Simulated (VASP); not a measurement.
Output of a VASP run:

File OSZICAR:
```
...
  14 F= -.43184210E+03 E0= -.43184210E+03  d E =-.456892E-02
       N       E                     dE             d eps       ncg     rms          rms(c)
DAV:   1    -0.431842106101E+03   -0.30225E-05   -0.38708E-03   408   0.159E-01    0.123E-02
RMM:   2    -0.431842112057E+03   -0.59567E-05   -0.68416E-05   311   0.179E-02    0.547E-03
RMM:   3    -0.431842112970E+03   -0.91278E-06   -0.11129E-05   220   0.721E-03    0.378E-03
RMM:   4    -0.431842112992E+03   -0.22115E-07   -0.23142E-06   190   0.317E-03
  15 F= -.43184211E+03 E0= -.43184211E+03  d E =-.457711E-02
       N       E                     dE             d eps       ncg     rms          rms(c)
DAV:   1    -0.431842799062E+03   -0.68609E-03   -0.37098E-01   376   0.156E+00    0.117E-01
RMM:   2    -0.431843285403E+03   -0.48634E-03   -0.67350E-03   365   0.179E-01    0.516E-02
RMM:   3    -0.431843331106E+03   -0.45704E-04   -0.10868E-03   395   0.673E-02    0.372E-02
RMM:   4    -0.431843305071E+03    0.26035E-04   -0.19555E-04   367   0.301E-02    0.120E-02
RMM:   5    -0.431843306590E+03   -0.15189E-05   -0.41012E-05   265   0.138E-02
  16 F= -.43184331E+03 E0= -.43184331E+03  d E =-.119360E-02
       N       E                     dE             d eps       ncg     rms          rms(c)
DAV:   1    -0.431843310989E+03   -0.59184E-05   -0.14223E-03   440   0.969E-02    0.730E-03
RMM:   2    -0.431843311972E+03   -0.98258E-06   -0.21234E-05   240   0.101E-02    0.312E-03
RMM:   3    -0.431843311958E+03    0.13628E-07   -0.29126E-06   208   0.384E-03    0.170E-03
RMM:   4    -0.431843311918E+03    0.40007E-07   -0.40692E-07   108   0.173E-03
  17 F= -.43184331E+03 E0= -.43184331E+03  d E =-.119893E-02
       N       E                     dE             d eps       ncg     rms          rms(c)
DAV:   1    -0.431843829889E+03   -0.51793E-03   -0.17237E-01   376   0.106E+00    0.750E-02
RMM:   2    -0.431844039406E+03   -0.20952E-03   -0.29826E-03   364   0.120E-01    0.346E-02
RMM:   3    -0.431844062316E+03   -0.22910E-04   -0.50032E-04   396   0.456E-02    0.246E-02
RMM:   4    -0.431844050374E+03    0.11942E-04   -0.82651E-05   356   0.199E-02    0.805E-03
RMM:   5    -0.431844050899E+03   -0.52526E-06   -0.19026E-05   228   0.938E-03
  18 F= -.43184405E+03 E0= -.43184405E+03  d E =-.738981E-03
       N       E                     dE             d eps       ncg     rms          rms(c)
DAV:   1    -0.431844052835E+03   -0.24614E-05   -0.33924E-03   440   0.149E-01    0.113E-02
RMM:   2    -0.431844058295E+03   -0.54599E-05   -0.69781E-05   317   0.186E-02    0.575E-03
RMM:   3    -0.431844058710E+03   -0.41433E-06   -0.10263E-05   209   0.711E-03    0.400E-03
RMM:   4    -0.431844058502E+03    0.20790E-06   -0.25710E-06   199   0.331E-03
  19 F= -.43184406E+03 E0= -.43184406E+03  d E =-.746583E-03
       N       E                     dE             d eps       ncg     rms          rms(c)
DAV:   1    -0.431844233500E+03   -0.17479E-03   -0.18823E-01   364   0.111E+00    0.767E-02
RMM:   2    -0.431844487029E+03   -0.25353E-03   -0.32867E-03   365   0.125E-01    0.331E-02
RMM:   3    -0.431844518917E+03   -0.31888E-04   -0.54989E-04   397   0.474E-02    0.243E-02
RMM:   4    -0.431844506388E+03    0.12529E-04   -0.80814E-05   359   0.200E-02    0.804E-03
RMM:   5    -0.431844506904E+03   -0.51595E-06   -0.19411E-05   226   0.965E-03
  20 F= -.43184451E+03 E0= -.43184451E+03  d E =-.448402E-03
```

**OUTCAR**
```
------------------------ aborting loop because EDIFF is reached ----------------------------------------
  FORCE on cell =-STRESS in cart. coord.  units (eV):
  Direction    XX          YY          ZZ          XY          YZ          ZX
  --------------------------------------------------------------------------------------
  Total       15.0144142     15.4896736      5.8545290     -0.0574664      0.0307457      0.0153729
  in kB       27.7561634     28.6347442     10.8228841     -0.1062344      0.0568376      0.0284189
  external PRESSURE =      22.4045972 kB  Pullay stress =       0.0000000 kB
  volume of cell :      866.68
      direct lattice vectors                 reciprocal lattice vectors
     4.868317892 -8.432173817  0.000000000     0.102704879 -0.059296690  0.000000000
     4.868317892  8.432173817  0.000000000     0.102704879  0.059296690  0.000000000
     0.000000000  0.000000000 10.556283981     0.000000000  0.000000000  0.094730305
  FREE ENERGIE OF THE ION-ELECTRON SYSTEM (eV)
  ---------------------------------------------------
  free  energy   TOTEN  =      -431.8445069038 eV

  energy  without entropy=     -431.8445069038  energy(sigma->0) =     -431.84450690

 reached required accuracy - stopping structural energy minimisation
```
(Selected blocks of OUTCAR.)

POSCAR:
```
Ga36MgN36
1
    4.8683178924    -8.4321738171     0.0000000000
    4.8683178924     8.4321738171     0.0000000000
    0.0000000000     0.0000000000    10.5562839808
Ga N Mg
36 36 1
Direct
  0.2222220000   0.1111110000   0.2500000000
  0.1111110000   0.2222220000   0.0000000000
  0.2252070000   0.1151630000   0.7480360000
  0.1075820000   0.2211740000   0.4992540000
  0.2222220000   0.4444440000   0.2500000000
  0.1111110000   0.5555560000   0.0000000000
  0.2260990000   0.4435850000   0.7485860000
  0.1111110000   0.5555560000   0.5000000000
  0.2222220000   0.7777780000   0.2500000000
  0.1111110000   0.8888890000   0.0000000000
  0.2222220000   0.7777780000   0.7500000000
  0.1111110000   0.8888890000   0.5000000000
  0.5555560000   0.1111110000   0.2500000000
  0.4444440000   0.2222220000   0.0000000000
  0.5555560000   0.1111110000   0.7500000000
  0.4461440000   0.2185300000   0.4976840000
  0.5555560000   0.4444440000   0.2500000000
  0.4444440000   0.5555560000   0.0000000000
  0.5498240000   0.4400290000   0.7534860000
  0.4397140000   0.5552520000   0.4992920000
  0.5555560000   0.7777780000   0.2500000000
  0.4444440000   0.8888890000   0.0000000000
  0.5555560000   0.7777780000   0.7500000000
  0.4444440000   0.8888890000   0.5000000000
  0.8888890000   0.1111110000   0.2500000000
  0.7777780000   0.2222220000   0.0000000000
  0.8888890000   0.1111110000   0.7500000000
  0.7777780000   0.2222220000   0.5000000000
  0.8888890000   0.4444440000   0.2500000000
  0.7777780000   0.5555560000   0.0000000000
  0.8888890000   0.4444440000   0.7500000000
  0.7777780000   0.5555560000   0.5000000000
  0.8888890000   0.7777780000   0.2500000000
  0.7777780000   0.8888890000   0.0000000000
  0.8888890000   0.7777780000   0.7500000000
  0.7777780000   0.8888890000   0.5000000000
  0.2201580000   0.1095420000   0.4359970000
  0.1111110000   0.2222220000   0.1885000000
  0.2222220000   0.1111110000   0.9385000000
  0.1104420000   0.2161160000   0.6865010000
  0.2230530000   0.4445900000   0.4340300000
  0.1111110000   0.5555560000   0.1885000000
  0.2222220000   0.4444440000   0.9385000000
  0.1111110000   0.5555560000   0.6885000000
  0.2222220000   0.7777780000   0.4385000000
  0.1111110000   0.8888890000   0.1885000000
  0.2222220000   0.7777780000   0.9385000000
  0.1111110000   0.8888890000   0.6885000000
  0.5555560000   0.1111110000   0.4385000000
  0.4444440000   0.2222220000   0.1885000000
  0.5555560000   0.1111110000   0.9385000000
  0.4437440000   0.2167000000   0.6892040000
  0.5519610000   0.4441200000   0.4357410000
  0.4444440000   0.5555560000   0.1885000000
  0.5555560000   0.4444440000   0.9385000000
  0.4470490000   0.5578830000   0.6904340000
  0.5555560000   0.7777780000   0.4385000000
  0.4444440000   0.8888890000   0.1885000000
  0.5555560000   0.7777780000   0.9385000000
  0.4444440000   0.8888890000   0.6885000000
  0.8888890000   0.1111110000   0.4385000000
  0.7777780000   0.2222220000   0.1885000000
  0.8888890000   0.1111110000   0.9385000000
  0.7777780000   0.2222220000   0.6885000000
  0.8888890000   0.4444440000   0.4385000000
  0.7777780000   0.5555560000   0.1885000000
  0.8888890000   0.4444440000   0.9385000000
  0.7777780000   0.5555560000   0.6885000000
  0.8888890000   0.7777780000   0.4385000000
  0.7777780000   0.8888890000   0.1885000000
  0.8888890000   0.7777780000   0.9385000000
  0.7777780000   0.8888890000   0.6885000000
  0.3350940000   0.3360530000   0.5994280000
```

Question: Write an INCAR and KPOINTS that could have produced this output.

Answer: This is not unique; one that fits is the input of the run itself, PBE GGA, plane waves, VASP's PBE PAW potentials (set 64).

### INCAR
```
ALGO = Fast
EDIFF = 1E-5
EDIFFG = -0.03
ENCUT = 400
GGA = PE
IBRION = 2
ISIF = 2
ISMEAR = 0
ISYM = 0
LASPH = T
LCHARG = F
LMAXMIX = 4
LREAL = Auto
LWAVE = T
NELM = 100
NELMIN = 4
NSW = 60
PREC = Normal
SIGMA = 0.05
SYSTEM = Ga36MgN36
```

### KPOINTS
```
Automatic mesh
0
Gamma
1 1 1
0 0 0
```

POTCAR, in this order: Ga N Mg (PBE.64 set). Program: vasp_gam.

At this cut-off the stress carries a Pulay error, which pulls relaxed volumes low. The supercell is sampled at Γ alone, which is coarse: total energies, pressure and levels can be off, energies of defects by several tenths of an eV.

The cell is a supercell with a defect, built from GaN (wurtzite): Mg_i. The run is not spin-polarised, so no state with unpaired spins was tried.
